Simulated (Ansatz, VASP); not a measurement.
# One calculation of HfBr, two programs

```
Hf Br
1.0
     3.46454    0.00000    0.00000
     0.00000    3.46454    0.00000
     0.00000    0.00000    3.46454
Hf Br
1 1
Direct
  0.00000 0.00000 0.00000
  0.50000 0.50000 0.50000
```

Change from the starting cell: species swapped into the HoPd type (Pm-3m, No. 221).

Alike in both runs: functional PBE; k mesh 6 × 6 × 6; occupations gaussian, width 0.1 eV; no spin polarisation.

Ansatz relaxed the structure, and its values are those at the end. VASP's run is a single point on that final structure, the one shown.

|  | VASP | Ansatz |
| --- | --- | --- |
| version | VASP 6.6.1 | Ansatz 0.2.0 |
| potentials or method | VASP PAW PBE potentials, release 64 (Hf_pv, Br) | scalar-relativistic, plane waves, PAW |
| plane-wave cutoff (eV) | 520 | 420 |
| valence electrons in the cell | 17 | 33 |

Ansatz gave:

| Property | Result |
| --- | --- |
| gap on the k mesh at the Fermi level (eV) | none |
| pressure (GPa) | -0.2 |

Task: What did VASP give for the same quantities?

Result: gap on the k mesh at the Fermi level (eV): none; pressure (GPa): -0.7.

A gap of «none» marks a metal or a gap that the smearing closes. With one functional, cell and mesh, what is left measures potentials, basis and numerics. The two sets of potentials don't hold the same shells in valence.

Caveats: an odd number of electrons without spin polarisation forces a metal; a magnetic or distorted state may lie lower. Spin-orbit coupling is left out, which matters for the levels of Hf.
